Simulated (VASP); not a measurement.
# VSi11C12 (a cell with a defect) in VASP: settings compared

One crystal, VSi11C12 (a cell with a defect), is run at these levels: PBEsol, HSE06, PBEsol+U; tasks: single point.

All numbers are computed with VASP 6.6.1; they aren't measurements. Logs are shortened: lines on timing, memory, paths and dates and some standing lists are left out, and cuts for length are marked.

## 1. The structure

The cell holds a defect, 24 atoms: a = 9.245 Å, b = 6.163 Å, c = 6.163 Å, α = 60.00°, β = 60.00°, γ = 60.00°.

## 2. Single point, PBEsol, collinear spin, ferromagnetic start

INCAR reads:

```
SYSTEM = VSi11C12
PREC = Accurate ; ENCUT = 450
EDIFF = 1E-5 ; ISMEAR = 0
SIGMA = 0.03 ; LREAL = Auto
LASPH = .True. ; NELM = 120
ALGO = Normal ; ISIF = 2
LWAVE = .False. ; LCHARG = .False.
ISPIN = 2 ; MAGMOM = 1 0 0 0 0 0 0 0 0 0 0 0 0 0 0 0 0 0 0 0 0 0 0 0
LORBIT = 11 ; NUPDOWN = 1
LMAXMIX = 4 ; GGA = PS
ISYM = 0 ; KPAR = 4
```

KPOINTS reads:

```
Automatic mesh
0
Gamma
  2 3 3
  0 0 0
```

POSCAR reads:

```
VSi11C12                                
1.0
    0.0000000000      6.5370000000      6.5370000000
    4.3580000000      0.0000000000      4.3580000000
    4.3580000000      4.3580000000      0.0000000000
  V               Si              C             
     1    11    12
Direct
     0.9992199880949790    0.9976464997193684    0.0043702231354233
     0.0003697855007408    0.9962220882262899    0.5042037139896762
     0.0011282730415207    0.4978815969720490    0.0023871905558067
     0.0004214609689641    0.4983752119324383    0.5043853316353956
     0.3346387287217111    0.9983507435683568    0.0025126452167637
     0.3354841988353815    0.9966567734731939    0.5020410622819893
     0.3372060638477331    0.4945417344021206    0.0021368124298839
     0.3341400460444560    0.4980800258466657    0.5025028456051366
     0.6673284137881804    0.9968444352159043    0.0018026101027452
     0.6664111038381672    0.9989727540919056    0.5025463127631373
     0.6655566278492933    0.5019825037696705    0.0021974817612113
     0.6684705240379094    0.4972099670520371    0.5018101584188696
     0.0876239500429890    0.1251698694087785    0.1335000132234737
     0.0868277164050055    0.1263941262212645    0.6157757997346772
     0.0897643187410119    0.6078030165026789    0.1327833128935858
     0.0845272229656877    0.6220608385552975    0.6286859890413822
     0.4198780667032888    0.1197581141960394    0.1265618109859690
     0.4164881422156448    0.1234215068850365    0.6284396555202638
     0.4163370976614049    0.6253459892418078    0.1275317243588210
     0.4185731450935120    0.6217640662110554    0.6269925294330865
     0.7381807068356551    0.1318962076662666    0.1307298688900531
     0.7509146164072196    0.1222796154536706    0.6270655668482831
     0.7519625141293503    0.6225527689654700    0.1270448922581049
     0.7504572882301929    0.6242775464226243    0.6268734489162603
```

Potentials or basis: VASP PAW PBE potentials, release 64 (V_sv, Si, C).

Launch:

```bash
cat potpaw_PBE.64/V_sv/POTCAR potpaw_PBE.64/Si/POTCAR potpaw_PBE.64/C/POTCAR > POTCAR
mpirun -np 4 vasp_std > vasp.out
```

OUTCAR:

```text
SYSTEM = VSi11C12
   PREC = Accurate
   ENCUT = 450
   EDIFF = 1E-5
   ISMEAR = 0
   LREAL = Auto
   LASPH = .True.
   NELM = 120
   ISIF = 2
   ISPIN = 2
   LORBIT = 11
   NUPDOWN = 1
   GGA = PS
   ISYM = 0

 ion  position               nearest neighbor table
   1  0.999  0.998  0.004-  14 1.96  13 1.96  15 1.96  21 1.97
   2  0.000  0.996  0.504-  13 1.87  14 1.87  16 1.88  22 1.88   4 3.07   3 3.07   9 3.07   8 3.08
                            12 3.08  10 3.08   5 3.09   3 3.09   6 3.09   4 3.10
   3  0.001  0.498  0.002-  13 1.88  15 1.88  16 1.88  23 1.88   2 3.07   4 3.07  12 3.08   8 3.08
                             9 3.08   5 3.08  11 3.09   4 3.09   2 3.09   7 3.10
   4  0.000  0.498  0.504-  15 1.87  14 1.87  16 1.88  24 1.89   2 3.07   3 3.07   8 3.08  12 3.08
                            11 3.08  10 3.09   3 3.09   6 3.09   2 3.10   7 3.10
   5  0.335  0.998  0.003-  13 1.87  19 1.88  17 1.88  18 1.88  11 3.06   9 3.07   7 3.07  10 3.07
                             6 3.08   8 3.08   3 3.08   8 3.08   6 3.09   2 3.09   7 3.09
   6  0.335  0.997  0.502-  14 1.88  18 1.89  20 1.89  17 1.89  10 3.07   7 3.07   9 3.08   5 3.08
                             8 3.08  12 3.08   8 3.09   5 3.09   7 3.09   2 3.09   4 3.09
   7  0.337  0.495  0.002-  15 1.87  17 1.89  19 1.89  20 1.89  11 3.06   9 3.06   5 3.07  12 3.07
                             6 3.07   8 3.08   8 3.08   6 3.09   5 3.09   3 3.10   4 3.10
   8  0.334  0.498  0.503-  16 1.88  18 1.89  20 1.89  19 1.89  11 3.07  10 3.07   6 3.08   2 3.08
                             4 3.08   3 3.08   7 3.08   5 3.08   5 3.08   7 3.08   6 3.09  12 3.09
   9  0.667  0.997  0.002-  21 1.87  17 1.87  23 1.88  22 1.89  11 3.06   7 3.06   5 3.07   2 3.07
                            10 3.07   6 3.08  12 3.08   3 3.08  12 3.08  10 3.09  11 3.11
  10  0.666  0.999  0.503-  21 1.87  22 1.88  24 1.89  18 1.89   6 3.07  11 3.07   8 3.07   5 3.07
                             9 3.07  12 3.08   2 3.08  12 3.09   4 3.09   9 3.09  11 3.09
  11  0.666  0.502  0.002-  21 1.86  19 1.88  23 1.89  24 1.89   9 3.06   7 3.06   5 3.06  10 3.07
                             8 3.07  12 3.08   4 3.08  12 3.09   3 3.09  10 3.09   9 3.11
  12  0.668  0.497  0.502-  23 1.89  20 1.89  22 1.89  24 1.89   7 3.07   3 3.08  10 3.08   2 3.08
                            11 3.08   6 3.08   4 3.08   9 3.08   9 3.08  10 3.09  11 3.09   8 3.09
  13  0.088  0.125  0.134-   5 1.87   2 1.87   3 1.88   1 1.96
  14  0.087  0.126  0.616-   2 1.87   4 1.87   6 1.88   1 1.96
  15  0.090  0.608  0.133-   7 1.87   4 1.87   3 1.88   1 1.96
  16  0.085  0.622  0.629-   3 1.88   4 1.88   2 1.88   8 1.88
  17  0.420  0.120  0.127-   9 1.87   5 1.88   7 1.89   6 1.89
  18  0.416  0.123  0.628-   5 1.88   8 1.89   6 1.89  10 1.89
  19  0.416  0.625  0.128-   5 1.88  11 1.88   7 1.89   8 1.89
  20  0.419  0.622  0.627-   8 1.89  12 1.89   6 1.89   7 1.89
  21  0.738  0.132  0.131-  11 1.86   9 1.87  10 1.87   1 1.97
  22  0.751  0.122  0.627-   2 1.88  10 1.88   9 1.89  12 1.89
  23  0.752  0.623  0.127-   3 1.88   9 1.88  12 1.89  11 1.89
  24  0.750  0.624  0.627-  10 1.89   4 1.89  12 1.89  11 1.89

IMPORTANT INFORMATION: All symmetrisations will be switched off!
NOSYMM: (Re-)initialisation of all symmetry stuff for point group C_1.

[... 188 lines left out ...]
      2     -29.4870      1.00000
      3     -29.4815      1.00000
      4     -29.4555      1.00000
      5      -7.2701      1.00000
      6      -5.2575      1.00000
[... 659 lines left out ...]
     63      13.1768      0.00000
     64      13.2164      0.00000
 Fermi energy:         8.0058181772

 spin component 2

 k-point     1 :       0.0000    0.0000    0.0000
  band No.  band energies     occupation
      1     -54.6447      1.00000
      2     -28.7075      1.00000
      3     -28.6773      1.00000
      4     -28.6445      1.00000
      5      -7.2576      1.00000
      6      -5.2474      1.00000
[... 659 lines left out ...]
     63      13.2106      0.00000
     64      13.2535      0.00000
 [bands above 64 left out]

------------------------ aborting loop because EDIFF is reached ----------------------------------------

  FORCE on cell =-STRESS in cart. coord.  units (eV):
  Direction    XX          YY          ZZ          XY          YZ          ZX
  --------------------------------------------------------------------------------------
  -------------------------------------------------------------------------------------
  Total        3.8798390      4.0078493      3.7600903     -0.5034656      0.3549663     -0.2706644
  in kB       25.0346401     25.8606259     24.2619622     -3.2486090      2.2904182     -1.7464603
  external PRESSURE =      25.0524094 kB  Pullay stress =       0.0000000 kB

 VOLUME and BASIS-vectors are now :
 -----------------------------------------------------------------------------
  energy-cutoff  :      450.00
  volume of cell :      248.30
      direct lattice vectors                 reciprocal lattice vectors
     0.000000000  6.537000000  6.537000000    -0.076487685  0.076487685  0.076487685
     4.358000000  0.000000000  4.358000000     0.114731528 -0.114731528  0.114731528
     4.358000000  4.358000000  0.000000000     0.114731528  0.114731528 -0.114731528

 POSITION                                       TOTAL-FORCE (eV/Angst)
 -----------------------------------------------------------------------------------
      4.36679      6.55095     10.87964         0.067236     -0.051922     -0.055442
      6.53886      2.19974      4.34395         0.042845     -0.006423     -0.255207
      2.18017      0.01778      2.17714         0.036141     -0.123764     -0.012412
      4.37003      2.20087      2.17467         0.191931     -0.008938     -0.006083
      4.36176      2.19848      6.53835        -0.153264      0.002965     -0.004122
      6.53133      4.38096      6.53649        -0.021154      0.073056      0.035417
[... 16 lines left out ...]
      3.26675      5.46924      7.62866         0.016712     -0.020385     -0.037316
      5.45252      7.63765      7.62634        -0.023453      0.028918      0.010427
 -----------------------------------------------------------------------------------
    total drift:                               -0.004821     -0.004440      0.005006

  FREE ENERGIE OF THE ION-ELECTRON SYSTEM (eV)
  ---------------------------------------------------
  free  energy   TOTEN  =      -192.4175847445 eV

  energy  without entropy=     -192.4159444440  energy(sigma->0) =     -192.41676459

 total charge

# of ion       s       p       d       tot
------------------------------------------
    1        2.371   6.270   3.193  11.834
    2        0.710   0.977   0.000   1.687
    3        0.710   0.972   0.000   1.682
    4        0.710   0.974   0.000   1.684
    5        0.710   0.981   0.000   1.691
    6        0.708   0.970   0.000   1.678
[... 16 lines left out ...]
   23        0.836   1.702   0.000   2.538
   24        0.835   1.699   0.000   2.534
--------------------------------------------------
tot         20.281  37.335   3.193  60.809

 magnetization (x)

# of ion       s       p       d       tot
------------------------------------------
    1        0.009   0.006   0.795   0.810
    2        0.006   0.004   0.000   0.010
    3        0.006   0.004   0.000   0.010
    4        0.006   0.004   0.000   0.010
    5        0.003   0.003   0.000   0.006
    6        0.003   0.003   0.000   0.005
[... 16 lines left out ...]
   23        0.000  -0.001   0.000  -0.001
   24        0.001  -0.001   0.000   0.000
--------------------------------------------------
tot          0.043  -0.038   0.795   0.800
```

Wall time 2.5 min (4 MPI ranks of Intel Xeon Platinum 8559C (Emerald Rapids), shared host); peak memory 0.57 GiB.

Results:

```yaml
Free_energy: -192.4176 eV
Largest_force: 0.562 eV/Å
Net_moment: 1.00 μB per cell
Site_moments: V +0.81; Si +0.01, +0.00; C -0.02, +0.00, -0.00, -0.01 μB
Valence_electrons_inside_the_program's_atomic_spheres: V 11.83; Si 1.69, 1.68; C 2.54, 2.53
```

Forces in eV/Å, atoms in the order of the input:
```
V    0.067 -0.052 -0.055
Si   0.043 -0.006 -0.255
Si   0.036 -0.124 -0.012
Si   0.192 -0.009 -0.006
Si  -0.153  0.003 -0.004
Si  -0.021  0.073  0.035
Si   0.036 -0.010  0.132
Si  -0.049  0.033  0.037
Si  -0.187 -0.011  0.053
Si   0.117  0.037 -0.068
Si   0.029 -0.035  0.120
Si  -0.008 -0.019 -0.019
C   -0.330 -0.396 -0.178
C    0.150  0.457 -0.146
C    0.190 -0.406  0.281
C    0.006 -0.015  0.004
C    0.096 -0.017  0.006
C    0.032 -0.004 -0.030
C   -0.024  0.031 -0.054
C    0.037 -0.004 -0.033
C   -0.253  0.466  0.187
C    0.001  0.000  0.034
C    0.017 -0.020 -0.037
C   -0.023  0.029  0.010
```

Caveat: the k mesh is coarse (spacing up to 0.42 Å⁻¹), so the values aren't converged; the cutoff is under 1.25 times the usual one of these potentials, so pressure, stress and relaxed cells hold a basis-set (Pulay) error; the PAW data sets were made with another functional, which shifts forces and pressure a little; the total moment is fixed, so each spin has its own Fermi level.

## 3. Single point, HSE06, collinear spin, ferromagnetic start

POSCAR is that of step 2.

INCAR.step1 reads:

```
SYSTEM = VSi11C12
PREC = Accurate ; ENCUT = 450
EDIFF = 1E-5 ; ISMEAR = 0
SIGMA = 0.03 ; LREAL = Auto
LASPH = .True. ; NELM = 70
ALGO = Normal ; ISIF = 2
LWAVE = .True. ; LCHARG = .False.
ISPIN = 2 ; MAGMOM = 1 0 0 0 0 0 0 0 0 0 0 0 0 0 0 0 0 0 0 0 0 0 0 0
LORBIT = 11 ; NUPDOWN = 1
LMAXMIX = 4 ; ISYM = -1
TIME = 0.4 ; NKRED = 2
GGA = PE ; KPAR = 2
```

INCAR.step2 reads:

```
SYSTEM = VSi11C12
PREC = Accurate ; ENCUT = 450
EDIFF = 1E-4 ; ISMEAR = 0
SIGMA = 0.03 ; LREAL = Auto
LASPH = .True. ; NELM = 70
ALGO = Damped ; ISIF = 2
LWAVE = .False. ; LCHARG = .False.
ISPIN = 2 ; MAGMOM = 1 0 0 0 0 0 0 0 0 0 0 0 0 0 0 0 0 0 0 0 0 0 0 0
LORBIT = 11 ; NUPDOWN = 1
LMAXMIX = 4 ; GGA = PE
LHFCALC = .True. ; HFSCREEN = 0.2
PRECFOCK = Fast ; ISYM = -1
TIME = 0.4 ; NKRED = 2
ISTART = 1 ; KPAR = 2
```

KPOINTS reads:

```
Automatic mesh
0
Gamma
  2 2 2
  0 0 0
```

Potentials or basis: VASP PAW PBE potentials, release 64 (V_sv, Si, C).

Launch:

```bash
cat potpaw_PBE.64/V_sv/POTCAR potpaw_PBE.64/Si/POTCAR potpaw_PBE.64/C/POTCAR > POTCAR
cp INCAR.step1 INCAR
mpirun -np 4 vasp_std > vasp.out
cp INCAR.step2 INCAR
mpirun -np 4 vasp_std > vasp.out
```

Wall time 7.9 min (4 MPI ranks of Intel Xeon Platinum 8559C (Emerald Rapids), shared host); peak memory 0.6 GiB.

Results (log left out):

```
Free energy                                           : -214.4430 eV
Largest force                                         : 0.295 eV/Å
Net moment                                            : 1.00 μB per cell
Site moments                                          : V +0.99; Si +0.01, +0.00, -0.00; C -0.03, +0.00, -0.00, -0.02 μB
Valence electrons inside the program's atomic spheres : V 11.79; Si 1.71, 1.72, 1.70; C 2.56, 2.55, 2.57
```

Forces in eV/Å, atoms in the order of the input:
```
V    0.086 -0.014 -0.073
Si  -0.013  0.012 -0.158
Si  -0.020  0.001  0.005
Si   0.097  0.022  0.022
Si  -0.053  0.046  0.037
Si  -0.072 -0.011  0.117
Si  -0.019  0.060  0.053
Si  -0.054  0.032  0.032
Si  -0.002 -0.002  0.064
Si   0.037 -0.082 -0.029
Si  -0.064  0.011 -0.016
Si   0.009  0.002  0.007
C   -0.124 -0.258  0.007
C   -0.017  0.287  0.067
C    0.013 -0.262  0.055
C    0.047 -0.055 -0.035
C    0.030 -0.032 -0.008
C    0.055  0.005 -0.065
C    0.001  0.000 -0.032
C    0.037 -0.002 -0.034
C   -0.001  0.239 -0.015
C   -0.001  0.021  0.007
C    0.022 -0.043 -0.016
C    0.006  0.023  0.009
```

Caveat: the k mesh is coarse (spacing up to 0.62 Å⁻¹), so the values aren't converged, least of all with exact exchange; the cutoff is under 1.25 times the usual one of these potentials, so pressure, stress and relaxed cells hold a basis-set (Pulay) error; the PAW data sets were made with another functional, which shifts forces and pressure a little; the total moment is fixed, so each spin has its own Fermi level.

(Continued in part 2 of 2.)
